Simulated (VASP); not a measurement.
Method: modified Becke-Johnson potential (mBJ), VASP's PBE PAW potentials (set 64) (plane waves; VASP).

A VASP calculation is set up with these files.

### KPOINTS_OPT
```
k-points along high-symmetry lines
11
Line-mode
Reciprocal
  0.000000   0.000000   0.000000 ! GAMMA
  0.000000   0.500000   0.000000 ! X

  0.000000   0.500000   0.000000 ! X
  0.500000   0.500000   0.000000 ! M

  0.500000   0.500000   0.000000 ! M
  0.000000   0.000000   0.000000 ! GAMMA

  0.000000   0.000000   0.000000 ! GAMMA
  0.500000   0.500000   0.500000 ! R

  0.500000   0.500000   0.500000 ! R
  0.000000   0.500000   0.000000 ! X

  0.500000   0.500000   0.500000 ! R
  0.500000   0.500000   0.000000 ! M
```

### KPOINTS
```
kpoints
0
gamma
4 4 4
0 0 0
```

POSCAR:
```
CsPbCl3
1
    5.7312567732     0.0000000000     0.0000000000
    0.0000000000     5.7312567732     0.0000000000
    0.0000000000     0.0000000000     5.7312567732
Cs Pb Cl
1 1 3
Direct
  0.0000000000   0.0000000000   0.0000000000
  0.5000000000   0.5000000000   0.5000000000
  0.5000000000   0.0000000000   0.5000000000
  0.0000000000   0.5000000000   0.5000000000
  0.5000000000   0.5000000000   0.0000000000
```

**INCAR**
```
SYSTEM = CsPbCl3
PREC = Accurate
ENCUT = 520
EDIFF = 1E-6
NELM = 300
ALGO = Normal
LREAL = .FALSE.
LASPH = .TRUE.
ISMEAR = 0
SIGMA = 0.05
METAGGA = MBJ
LMIXTAU = .TRUE.
LMAXMIX = 4
LWAVE = .FALSE.
LCHARG = .FALSE.
ISIF = 0
IMIX = 1
AMIX = 0.1
```

POTCAR, in this order: Cs_sv Pb_d Cl (PBE.64 set). Program: vasp_std. Read from the step before: WAVECAR.

The run wrote:

OUTCAR:
```
 ion  position               nearest neighbor table
   1  0.000  0.000  0.000-
   2  0.500  0.500  0.500-   3 2.87   4 2.87   5 2.87   5 2.87   3 2.87   4 2.87
   3  0.500  0.000  0.500-   2 2.87   2 2.87
   4  0.000  0.500  0.500-   2 2.87   2 2.87
   5  0.500  0.500  0.000-   2 2.87   2 2.87
  LATTYP: Found a simple cubic cell.
 ALAT       =     5.7312567732
 Subroutine PRICEL returns:
 Original cell was already a primitive cell.
 Subroutine GETGRP returns: Found 48 space group operations
The static configuration has the point symmetry O_h .
The dynamic configuration has the point symmetry O_h .
 Subroutine INISYM returns: Found 48 space group operations
 Subroutine IBZKPT returns following result:
 Found     10 irreducible k-points:

 Following reciprocal coordinates:
            Coordinates               Weight
  0.000000  0.000000  0.000000      1.000000
  0.250000  0.000000  0.000000      6.000000
  0.500000  0.000000  0.000000      3.000000
  0.250000  0.250000  0.000000     12.000000
  0.500000  0.250000  0.000000     12.000000
  0.500000  0.500000  0.000000      3.000000
  0.250000  0.250000  0.250000      8.000000
  0.500000  0.250000  0.250000     12.000000
  0.500000  0.500000  0.250000      6.000000
  0.500000  0.500000  0.500000      1.000000
   k-points           NKPTS =     10   k-points in BZ     NKDIM =     10   number of bands    NBANDS=     26
   number of dos      NEDOS =    301   number of ions     NIONS =      5
   total plane-waves  NPLWV = 110592
   dimension x,y,z NGX =    48 NGY =   48 NGZ =   48
   dimension x,y,z NGXF=    96 NGYF=   96 NGZF=   96
   ions per type =               1   1   3
   PREC   = accura    normal or accurate (medium, high low for compatibility)
   ISTART =      1    job   : 0-new  1-cont  2-samecut
   ICHARG =      0    charge: 1-file 2-atom 10-const
   ISPIN  =      1    spin polarized calculation?
   LNONCOLLINEAR =      F non collinear calculations
   LSORBIT =      F    spin-orbit coupling
   INIWAV =      1    electr: 0-lowe 1-rand  2-diag
   ENCUT  =  520.0 eV  38.22 Ry    6.18 a.u.  10.66 10.66 10.66*2*pi/ulx,y,z
   NELM   =    300;   NELMIN=  2; NELMDL=  0     # of ELM steps
   EDIFF  = 0.1E-05   stopping-criterion for ELM
   LREAL  =      F    real-space projection
   NLSPLINE    = F    spline interpolate recip. space projectors
   LMAXMIX     =    4 max onsite mixed and CHGCAR
   VOSKOWN=      0    Vosko Wilk Nusair interpolation
   EDIFFG = 0.1E-04   stopping-criterion for IOM
   NSW    =      0    number of steps for IOM
   NBLOCK =      1;   KBLOCK =      1    inner block; outer block
   IBRION =     -1    ionic relax: 0-MD 1-quasi-New 2-CG
   NFREE  =      0    steps in history (QN), initial steepest desc. (CG)
   ISIF   =      0    stress and relaxation
   ISYM   =      2    0-nonsym 1-usesym 2-fastsym
   TEIN   =    0.0    initial temperature
   TEBEG  =    0.0;   TEEND  =   0.0 temperature during run
   SMASS  =  -3.00    Nose mass-parameter (am)
   PSTRESS=    0.0 pullay stress
   NELECT =      44.0000    total number of electrons
   EFERMI =   0.00;   METHOD = LEGACY
   ISMEAR =     0;   SIGMA  =   0.05  broadening in eV -4-tet -1-fermi 0-gaus
   IALGO  =     38    algorithm
   LDIAG  =      T    sub-space diagonalisation (order eigenvalues)
   IMIX   =      1    mixing-type and parameters
     AMIX     =   0.10;   BMIX     =  1.00
     AMIX_MAG =   0.40;   BMIX_MAG =  1.00
     AMIN     =   0.10
   METAGGA = MBJ    functional components
   VOSKOWN =     0    Vosko Wilk Nusair interpolation
   LHFCALC =     F    Hartree Fock is set to
   LHFONE  =     F    Hartree Fock one center treatment
   AEXX    =    0.0000 exact exchange contribution
   IVDW    =     0    specifies the selected vdW correction
...
```

### OSZICAR
```
...
DAV: 219     0.165570549146E+04   -0.57152E+01   -0.10739E+02   520   0.594E+01    0.290E+02
DAV: 220     0.164325742803E+04   -0.12448E+02   -0.79543E+02   520   0.306E+02    0.513E+02
DAV: 221     0.166110148736E+04    0.17844E+02   -0.74672E+01   522   0.551E+01    0.190E+02
DAV: 222     0.165773659439E+04   -0.33649E+01   -0.30976E+02   520   0.146E+02    0.321E+02
DAV: 223     0.166312624587E+04    0.53897E+01   -0.21861E+02   526   0.122E+02    0.108E+02
DAV: 224     0.166664319221E+04    0.35169E+01   -0.49429E+01   526   0.509E+01    0.132E+02
DAV: 225     0.164740316603E+04   -0.19240E+02   -0.29975E+02   520   0.203E+02    0.293E+02
DAV: 226     0.163585446713E+04   -0.11549E+02   -0.47330E+01   600   0.747E+01    0.283E+02
DAV: 227     0.166237965226E+04    0.26525E+02   -0.51112E+02   520   0.188E+02    0.298E+02
DAV: 228     0.145509143145E+04   -0.20729E+03   -0.37244E+03   568   0.962E+02    0.757E+02
DAV: 229     0.165820988441E+04    0.20312E+03   -0.10247E+03   594   0.282E+02    0.120E+02
DAV: 230     0.165915595680E+04    0.94607E+00   -0.39644E+02   528   0.129E+02    0.308E+02
DAV: 231     0.166670737439E+04    0.75514E+01   -0.91862E+01   520   0.666E+01    0.175E+02
DAV: 232     0.166947110956E+04    0.27637E+01   -0.50530E+01   536   0.549E+01    0.580E+01
DAV: 233     0.166798937408E+04   -0.14817E+01   -0.21812E+01   526   0.282E+01    0.594E+01
DAV: 234     0.166857219318E+04    0.58282E+00   -0.70188E+00   520   0.183E+01    0.889E+01
DAV: 235     0.166827358434E+04   -0.29861E+00   -0.66168E+00   608   0.204E+01    0.139E+02
DAV: 236     0.166147295957E+04   -0.68006E+01   -0.13174E+02   520   0.122E+02    0.224E+02
DAV: 237     0.166781600503E+04    0.63430E+01   -0.13800E+01   520   0.320E+01    0.860E+01
DAV: 238     0.166539404487E+04   -0.24220E+01   -0.16368E+01   552   0.463E+01    0.925E+01
DAV: 239     0.166121803643E+04   -0.41760E+01   -0.20857E+02   536   0.120E+02    0.338E+02
DAV: 240     0.166828257566E+04    0.70645E+01   -0.10437E+02   520   0.874E+01    0.209E+01
DAV: 241     0.163431362623E+04   -0.33969E+02   -0.39356E+02   600   0.243E+02    0.271E+02
DAV: 242     0.165805681901E+04    0.23743E+02   -0.55007E+02   520   0.180E+02    0.313E+02
DAV: 243     0.100154617178E+04   -0.65651E+03   -0.10445E+04   704   0.200E+03    0.513E+02
DAV: 244     0.163427839872E+04    0.63273E+03   -0.34515E+03   634   0.397E+02    0.100E+02
DAV: 245     0.164469602699E+04    0.10418E+02   -0.12865E+03   536   0.187E+02    0.200E+02
DAV: 246     0.164750318848E+04    0.28072E+01   -0.78221E+02   554   0.287E+02    0.378E+02
DAV: 247     0.165680850820E+04    0.93053E+01   -0.51697E+02   520   0.169E+02    0.311E+02
DAV: 248     0.166131979609E+04    0.45113E+01   -0.28646E+02   520   0.126E+02    0.121E+02
DAV: 249     0.166275457414E+04    0.14348E+01   -0.87363E+01   522   0.683E+01    0.154E+02
DAV: 250     0.165708374157E+04   -0.56708E+01   -0.28218E+02   520   0.130E+02    0.342E+02
DAV: 251     0.165507332960E+04   -0.20104E+01   -0.53729E+02   520   0.224E+02    0.333E+02
DAV: 252     0.166767901614E+04    0.12606E+02   -0.78654E+01   520   0.701E+01    0.661E+01
DAV: 253     0.166774225953E+04    0.63243E-01   -0.15415E+01   520   0.233E+01    0.275E+01
DAV: 254     0.166600579919E+04   -0.17365E+01   -0.16142E+01   594   0.320E+01    0.740E+01
DAV: 255     0.187065487862E+03   -0.14789E+04   -0.13023E+04   856   0.223E+03    0.508E+02
DAV: 256     0.154361791283E+04    0.13566E+04   -0.37154E+03   676   0.368E+02    0.407E+02
DAV: 257     0.166744131955E+04    0.12382E+03   -0.17750E+03   568   0.283E+02    0.167E+02
DAV: 258     0.167058482469E+04    0.31435E+01   -0.30680E+02   528   0.140E+02    0.795E+01
DAV: 259     0.167514004882E+04    0.45552E+01   -0.12433E+02   544   0.650E+01    0.125E+02
DAV: 260     0.167326286601E+04   -0.18772E+01   -0.99694E+01   522   0.605E+01    0.503E+01
DAV: 261     0.167552024974E+04    0.22574E+01   -0.30977E+01   522   0.335E+01    0.552E+01
DAV: 262     0.167484332979E+04   -0.67692E+00   -0.24539E+01   564   0.360E+01    0.146E+02
DAV: 263     0.164213087718E+04   -0.32712E+02   -0.57871E+02   520   0.286E+02    0.462E+02
DAV: 264     0.167821855758E+04    0.36088E+02   -0.23235E+02   520   0.127E+02    0.383E+01
DAV: 265     0.167517654856E+04   -0.30420E+01   -0.25352E+01   552   0.366E+01    0.104E+02
DAV: 266     0.137492425584E+04   -0.30025E+03   -0.34887E+03   634   0.102E+03    0.345E+02
DAV: 267     0.163619940031E+04    0.26128E+03   -0.25507E+03   618   0.367E+02    0.100E+02
DAV: 268     0.165352010937E+04    0.17321E+02   -0.11052E+03   544   0.161E+02    0.241E+02
DAV: 269     0.167069674913E+04    0.17177E+02   -0.29736E+02   520   0.140E+02    0.785E+01
DAV: 270     0.165871612890E+04   -0.11981E+02   -0.28448E+02   520   0.189E+02    0.334E+02
DAV: 271    -0.170728351819E+04   -0.33660E+04   -0.26496E+04   858   0.370E+03    0.567E+03
DAV: 272     0.157131967434E+04    0.32786E+04   -0.12682E+04   684   0.856E+02    0.585E+02
DAV: 273     0.165154097671E+04    0.80221E+02   -0.57893E+03   828   0.365E+02    0.440E+02
DAV: 274     0.166378272803E+04    0.12242E+02   -0.87841E+02   668   0.205E+02    0.805E+02
DAV: 275     0.166201997679E+04   -0.17628E+01   -0.38856E+02   596   0.168E+02    0.358E+02
DAV: 276     0.166775338795E+04    0.57334E+01   -0.12578E+02   546   0.891E+01    0.404E+02
DAV: 277     0.166994243382E+04    0.21890E+01   -0.43759E+01   564   0.376E+01    0.464E+02
DAV: 278     0.166766939933E+04   -0.22730E+01   -0.16604E+01   536   0.294E+01    0.477E+02
DAV: 279     0.162859675811E+04   -0.39073E+02   -0.68229E+02   522   0.340E+02    0.245E+02
DAV: 280     0.167216168322E+04    0.43565E+02   -0.26890E+02   526   0.133E+02    0.263E+02
DAV: 281     0.166997428963E+04   -0.21874E+01   -0.62634E+01   520   0.468E+01    0.286E+02
DAV: 282     0.167158204161E+04    0.16078E+01   -0.19681E+01   520   0.342E+01    0.217E+02
DAV: 283     0.167292482011E+04    0.13428E+01   -0.90042E+00   604   0.179E+01    0.188E+02
DAV: 284     0.167019283750E+04   -0.27320E+01   -0.21330E+01   594   0.487E+01    0.654E+01
DAV: 285     0.167394263451E+04    0.37498E+01   -0.23268E+01   524   0.495E+01    0.158E+02
DAV: 286     0.167379885987E+04   -0.14377E+00   -0.16547E+00   548   0.130E+01    0.164E+02
DAV: 287     0.167269335283E+04   -0.11055E+01   -0.40553E+00   536   0.199E+01    0.205E+02
DAV: 288     0.167209287515E+04   -0.60048E+00   -0.87295E-01   560   0.102E+01    0.210E+02
DAV: 289     0.167256693485E+04    0.47406E+00   -0.57836E+00   540   0.248E+01    0.126E+02
DAV: 290     0.167188945345E+04   -0.67748E+00   -0.38110E+00   552   0.189E+01    0.182E+02
DAV: 291     0.167085219186E+04   -0.10373E+01   -0.37586E+01   530   0.655E+01    0.170E+01
DAV: 292     0.167223798508E+04    0.13858E+01   -0.32849E+01   528   0.546E+01    0.178E+02
DAV: 293     0.167153829220E+04   -0.69969E+00   -0.28088E+01   524   0.546E+01    0.199E+01
DAV: 294     0.167104856097E+04   -0.48973E+00   -0.40595E+01   520   0.592E+01    0.219E+02
DAV: 295     0.166968977962E+04   -0.13588E+01   -0.15971E+00   524   0.113E+01    0.212E+02
DAV: 296     0.166510483633E+04   -0.45849E+01   -0.13565E+01   520   0.315E+01    0.295E+02
DAV: 297     0.166679093336E+04    0.16861E+01   -0.17518E+01   520   0.344E+01    0.150E+02
DAV: 298     0.166678790457E+04   -0.30288E-02   -0.92996E+00   520   0.286E+01    0.542E+01
DAV: 299     0.138223689497E+04   -0.28455E+03   -0.29841E+03   634   0.915E+02    0.306E+02
DAV: 300     0.163907439202E+04    0.25684E+03   -0.20648E+03   616   0.325E+02
   1 F= 0.16390744E+04 E0= 0.16390758E+04  d E =-.291024E-02
       N       E                     dE             ncg
       N       E                     dE             ncg
       N       E                     dE             ncg
       N       E                     dE             ncg
       N       E                     dE             ncg
       N       E                     dE             ncg
       N       E                     dE             ncg
```

**OUTCAR**
```
------------------------ aborting loop EDIFF was not reached (unconverged)  ----------------------------
  volume of cell :      188.26
      direct lattice vectors                 reciprocal lattice vectors
     5.731256773  0.000000000  0.000000000     0.174481800  0.000000000  0.000000000
     0.000000000  5.731256773  0.000000000     0.000000000  0.174481800  0.000000000
     0.000000000  0.000000000  5.731256773     0.000000000  0.000000000  0.174481800
 POSITION                                       TOTAL-FORCE (eV/Angst)
 -----------------------------------------------------------------------------------
      0.00000      0.00000      0.00000         0.000000      0.000000      0.000000
      2.86563      2.86563      2.86563         0.000000      0.000000      0.000000
      2.86563      0.00000      2.86563         0.000000      0.000000      0.000000
      0.00000      2.86563      2.86563         0.000000      0.000000      0.000000
      2.86563      2.86563      0.00000         0.000000      0.000000      0.000000
 -----------------------------------------------------------------------------------
    total drift:                               -0.000000     -0.000000     -0.000000
  FREE ENERGIE OF THE ION-ELECTRON SYSTEM (eV)
  ---------------------------------------------------
  free  energy   TOTEN  =      1639.0743920156 eV

  energy  without entropy=     1639.0773022516  energy(sigma->0) =     1639.07584713

     CMBJ =    1.0000

     CMBJA=   -0.0120

     CMBJB=    1.0230

     CMBJE=    0.5000

    CMBJ =    2.0000
```
(Selected blocks of OUTCAR.)

**stdout**
```
...
DAV: 296     0.166510483633E+04   -0.45849E+01   -0.13565E+01   520   0.315E+01    0.295E+02
DAV: 297     0.166679093336E+04    0.16861E+01   -0.17518E+01   520   0.344E+01    0.150E+02
DAV: 298     0.166678790457E+04   -0.30288E-02   -0.92996E+00   520   0.286E+01    0.542E+01
DAV: 299     0.138223689497E+04   -0.28455E+03   -0.29841E+03   634   0.915E+02    0.306E+02
DAV: 300     0.163907439202E+04    0.25684E+03   -0.20648E+03   616   0.325E+02

 -----------------------------------------------------------------------------
|                                                                             |
|           W    W    AA    RRRRR   N    N  II  N    N   GGGG   !!!           |
|           W    W   A  A   R    R  NN   N  II  NN   N  G    G  !!!           |
|           W    W  A    A  R    R  N N  N  II  N N  N  G       !!!           |
|           W WW W  AAAAAA  RRRRR   N  N N  II  N  N N  G  GGG   !            |
|           WW  WW  A    A  R   R   N   NN  II  N   NN  G    G                |
|           W    W  A    A  R    R  N    N  II  N    N   GGGG   !!!           |
|                                                                             |
|     The electronic self-consistency was not achieved in the given           |
|     number of steps (NELM). The forces and other quantities evaluated       |
|     might not be reliable so examine the results carefully. If you find     |
|     spurious results, we suggest increasing NELM, if you were close to      |
|     convergence or switching to a different ALGO or adjusting the           |
|     density mixing parameters otherwise.                                    |
|                                                                             |
 -----------------------------------------------------------------------------

   1 F= 0.16390744E+04 E0= 0.16390758E+04  d E =-.291024E-02
 Start KPOINTS_OPT (optional k-point list driver)
k-point batch [1-10\66]
       N       E                     dE             ncg
k-point batch [11-20\66]
       N       E                     dE             ncg
k-point batch [21-30\66]
       N       E                     dE             ncg
k-point batch [31-40\66]
       N       E                     dE             ncg
k-point batch [41-50\66]
       N       E                     dE             ncg
k-point batch [51-60\66]
       N       E                     dE             ncg
k-point batch [61-66\66]
       N       E                     dE             ncg
```

Convergence was not reached.

mBJ is a potential without an energy functional, so only the levels count.

The compound is CsPbCl3 in the cubic perovskite structure, the ideal cubic form; the compound distorts at low or room temperature. It was relaxed first, which changed the volume by +7 %. The cell's shape comes from a PBE relaxation.
